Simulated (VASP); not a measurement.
Output of a VASP run:

### OSZICAR
```
...
   1 F= -.36305111E+02 E0= -.36300975E+02  d E =-.363051E+02
       N       E                     dE             d eps       ncg     rms          rms(c)
DAV:   1    -0.510759320726E+02   -0.14771E+02   -0.19836E+02  1650   0.179E+02    0.311E+01
DAV:   2    -0.419501670457E+02    0.91258E+01   -0.11107E+02  1678   0.166E+02    0.126E+01
DAV:   3    -0.367735655603E+02    0.51766E+01   -0.21370E+01  1888   0.771E+01    0.461E+00
DAV:   4    -0.363901715558E+02    0.38339E+00   -0.13781E+00  2195   0.863E+00    0.214E+00
DAV:   5    -0.363154006896E+02    0.74771E-01   -0.33599E-01  2091   0.900E+00    0.401E-01
DAV:   6    -0.363133937255E+02    0.20070E-02   -0.33611E-02  2117   0.216E+00    0.630E-02
DAV:   7    -0.363133703355E+02    0.23390E-04   -0.16865E-03  1862   0.358E-01    0.554E-02
DAV:   8    -0.363133430251E+02    0.27310E-04   -0.28347E-04  1957   0.253E-01    0.840E-03
DAV:   9    -0.363133447579E+02   -0.17328E-05   -0.42626E-05  2507   0.769E-02    0.214E-03
DAV:  10    -0.363133448484E+02   -0.90544E-07   -0.15732E-06  1261   0.992E-03
   2 F= -.36313345E+02 E0= -.36309836E+02  d E =-.823416E-02
       N       E                     dE             d eps       ncg     rms          rms(c)
DAV:   1    -0.395985311421E+02   -0.32852E+01   -0.50672E+01  1650   0.101E+02    0.134E+01
DAV:   2    -0.372590476185E+02    0.23395E+01   -0.18740E+01  1769   0.663E+01    0.452E+00
DAV:   3    -0.365803040481E+02    0.67874E+00   -0.30742E+00  1770   0.284E+01    0.270E+00
DAV:   4    -0.364368948542E+02    0.14341E+00   -0.20213E-01  2220   0.602E+00    0.478E-01
DAV:   5    -0.364271788665E+02    0.97160E-02   -0.32583E-02  1947   0.196E+00    0.777E-02
DAV:   6    -0.364272272346E+02   -0.48368E-04   -0.42929E-03  1692   0.738E-01    0.207E-02
DAV:   7    -0.364272880954E+02   -0.60861E-04   -0.51593E-04  2007   0.180E-01    0.156E-02
DAV:   8    -0.364272931438E+02   -0.50483E-05   -0.47365E-05  1979   0.742E-02    0.235E-03
DAV:   9    -0.364272932393E+02   -0.95524E-07   -0.60628E-06  1782   0.281E-02
   3 F= -.36427293E+02 E0= -.36423788E+02  d E =-.122183E+00
       N       E                     dE             d eps       ncg     rms          rms(c)
DAV:   1    -0.364287586849E+02   -0.14655E-02   -0.22207E-02  1650   0.203E+00    0.301E-01
DAV:   2    -0.364277566713E+02    0.10020E-02   -0.10012E-02  1734   0.155E+00    0.116E-01
DAV:   3    -0.364273312020E+02    0.42547E-03   -0.18447E-03  1779   0.695E-01    0.549E-02
DAV:   4    -0.364272716351E+02    0.59567E-04   -0.76468E-05  2280   0.951E-02    0.141E-02
DAV:   5    -0.364272665566E+02    0.50785E-05   -0.16283E-05  2025   0.572E-02    0.315E-03
DAV:   6    -0.364272665014E+02    0.55274E-07   -0.28212E-06  1123   0.228E-02
   4 F= -.36427267E+02 E0= -.36423767E+02  d E =-.122156E+00
       N       E                     dE             d eps       ncg     rms          rms(c)
DAV:   1    -0.364288046188E+02   -0.15381E-02   -0.50738E-02  1949   0.124E+00    0.235E-01
DAV:   2    -0.364280030564E+02    0.80156E-03   -0.22943E-03  2161   0.647E-01    0.138E-01
DAV:   3    -0.364276069629E+02    0.39609E-03   -0.72602E-04  2296   0.373E-01    0.626E-02
DAV:   4    -0.364275420365E+02    0.64926E-04   -0.34723E-04  2069   0.224E-01    0.771E-03
DAV:   5    -0.364275465708E+02   -0.45343E-05   -0.53525E-05  1700   0.780E-02    0.573E-03
DAV:   6    -0.364275464350E+02    0.13581E-06   -0.23032E-06  1271   0.140E-02
   5 F= -.36427546E+02 E0= -.36424148E+02  d E =-.279934E-03
```

File OUTCAR:
```
------------------------ aborting loop because EDIFF is reached ----------------------------------------
  FORCE on cell =-STRESS in cart. coord.  units (eV):
  Direction    XX          YY          ZZ          XY          YZ          ZX
  --------------------------------------------------------------------------------------
  Total        0.0711498      0.0711498     -0.0572972      0.0000000     -0.0000000      0.0000000
  in kB        1.2359521      1.2359523     -0.9953171      0.0000000     -0.0000000      0.0000000
  external PRESSURE =       0.4921958 kB  Pullay stress =       0.0000000 kB
  volume of cell :       92.23
      direct lattice vectors                 reciprocal lattice vectors
     5.082242373  0.000000000  0.000000000     0.196763540  0.113601477  0.000000000
    -2.541121187  4.401351236  0.000000000    -0.000000000  0.227202953  0.000000000
     0.000000000 -0.000000000  4.123263078    -0.000000000 -0.000000000  0.242526363
 POSITION                                       TOTAL-FORCE (eV/Angst)
 -----------------------------------------------------------------------------------
     -0.00000      2.93424      3.09245         0.000000     -0.000000      0.000000
      2.54112      1.46712      1.03082        -0.000000      0.000000      0.000000
      0.00000      1.45403      1.03082        -0.000000     -0.006229      0.000000
      2.54112      2.94732      3.09245         0.000000      0.006229      0.000000
      3.82302      0.72701      3.09245         0.005395     -0.003115      0.000000
     -1.28190      3.67434      1.03082        -0.005395      0.003115      0.000000
      1.28190      3.67434      1.03082         0.005395      0.003115      0.000000
      1.25922      0.72701      3.09245        -0.005395     -0.003115      0.000000
 -----------------------------------------------------------------------------------
    total drift:                                0.000121     -0.000070      0.000315
  FREE ENERGIE OF THE ION-ELECTRON SYSTEM (eV)
  ---------------------------------------------------
  free  energy   TOTEN  =       -36.4275464350 eV

  energy  without entropy=      -36.4207487419  energy(sigma->0) =      -36.42414759

 reached required accuracy - stopping structural energy minimisation
```
(Selected blocks of OUTCAR.)

POSCAR:
```
GaCu3
1
    5.1573900000     0.0000000000     0.0000000000
   -2.5786950000     4.4664310000     0.0000000000
    0.0000000000     0.0000000000     4.2012400000
Ga Cu
2 6
Direct
  0.3333330000   0.6666670000   0.7500000000
  0.6666670000   0.3333330000   0.2500000000
  0.1653850000   0.3307700000   0.2500000000
  0.8346150000   0.6692300000   0.7500000000
  0.8346150000   0.1653850000   0.7500000000
  0.1653850000   0.8346150000   0.2500000000
  0.6692300000   0.8346150000   0.2500000000
  0.3307700000   0.1653850000   0.7500000000
```

**Question.** Write an INCAR and KPOINTS that could have produced this output.

**Answer.** Several could match; the one computed here: the input of the run itself, LDA (Ceperley-Alder, Perdew-Zunger), plane waves, VASP's LDA PAW potentials (set 64).

File KPOINTS:
```
Automatic mesh
0
Gamma
5 5 5
0 0 0
```

**INCAR**
```
PREC = Accurate
SIGMA = 0.1
LWAVE = .False.
NELM = 100   # most electronic steps
ISMEAR = 0   # Gaussian
LREAL = .False.   # projection in real space or not
LASPH = .True.   # aspherical one-centre terms
ISIF = 3   # ions, shape and volume
ALGO = Normal   # blocked Davidson
IBRION = 2   # conjugate gradients
ENCUT = 300
LMAXMIX = 4
EDIFF = 1E-6
SYSTEM = GaCu3
NSW = 50   # most ionic steps
LCHARG = .False.
EDIFFG = -0.01   # ionic stop
```

POTCAR, in this order: Ga_d Cu (LDA.64 set). Program: vasp_std.

At this cut-off the stress carries a Pulay error, which pulls relaxed volumes low. Energy and stress use the plane-wave basis of the starting cell.

The structure comes from a computed database's GaCu3 entry (P6_3/mmc); how it stands against other phases isn't given here. This run relaxes it. Symmetry was kept, so distortions that lower it aren't found. The k-mesh is coarse (spacing up to 0.30 per Å, 2π included), so the numbers may not be converged in it. The run is one of a series of settings (EDIFFG = -0.01, IBRION = 2, ISIF = 3, NSW = 50 against the base run), some of them coarse on purpose.
